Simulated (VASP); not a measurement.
**Ir: relaxation of cell and atoms with PBE**

Ir:

```xyz
1
Lattice="0.0000 1.9156 1.9156 1.9156 0.0000 1.9156 1.9156 1.9156 0.0000" Properties=species:S:1:pos:R:3 pbc="T T T"
Ir    0.0000    0.0000    0.0000
```

```
Program                : VASP 6.6.1
Task                   : relaxation of cell and atoms
Functional             : PBE
Potentials or basis    : VASP PAW PBE potentials, release 64 (Ir)
Cutoff                 : 600 eV
k mesh                 : 16 × 16 × 16
Occupations            : methfessel-paxton, width 0.1 eV
Spin                   : no spin polarisation
Further INCAR settings : ALGO = Normal; EDIFF = 1e-06; IBRION = 2; EDIFFG = -0.01; NSW = 90; ISIF = 3
```

| Quantity | Value |
| --- | --- |
| Relaxed volume | 14.53 Å³/atom |
| Relaxed cell | a = 2.739 Å, b = 2.739 Å, c = 2.739 Å, α = 60.00°, β = 60.00°, γ = 60.00° |
| Space group after relaxing (to 0.05 Å) | Fm-3m (No. 225) |
| Energy gained by relaxing | 17.8 meV/atom |
| Ionic steps | 4 |
| Pressure after relaxing | -0.1 GPa |
| Band gap on the k mesh | none (metal or under the smearing width) |

The path:
| step | energy change (eV) | largest force (eV/Å) | pressure (GPa) | volume (Å³) |
| --- | --- | --- | --- | --- |
| 1 | 0.0000 | 0.0000 | 12.55 | 14.06 |
| 2 | 0.1900 | 0.0000 | -31.03 | 16.42 |
| 3 | -0.0178 | 0.0000 | -0.63 | 14.56 |
| 4 | -0.0178 | 0.0000 | -0.07 | 14.53 |

Final structure:
```yaml
crystal:
  lattice:
    - [0.00000, 1.93691, 1.93691]
    - [1.93691, 0.00000, 1.93691]
    - [1.93691, 1.93691, 0.00000]
  atoms:
    - { symbol: Ir, position: [0.00000, 0.00000, 0.00000] }
```

Levels at points of the mesh, in eV from the Fermi level:
```tsv
k point	band 2	band 3	band 4	band 5	band 6	band 7
(0.00, 0.00, 0.00)	-3.72	-3.72	-3.72	-1.14	-1.14	14.38
(0.50, 0.00, 0.00)	-3.81	-3.81	-0.68	0.86	0.86	7.00
(0.50, 0.50, 0.00)	-7.04	0.83	1.41	1.41	1.71	10.16
```

It took 29 s on 1 thread of Intel(R) Xeon(R) Platinum 8488C (Sapphire Rapids), with other jobs on the host, peak memory 0.16 GiB.

Spin-orbit coupling is left out, which matters for the levels of Ir. Zero-point motion and thermal expansion aren't in these numbers.
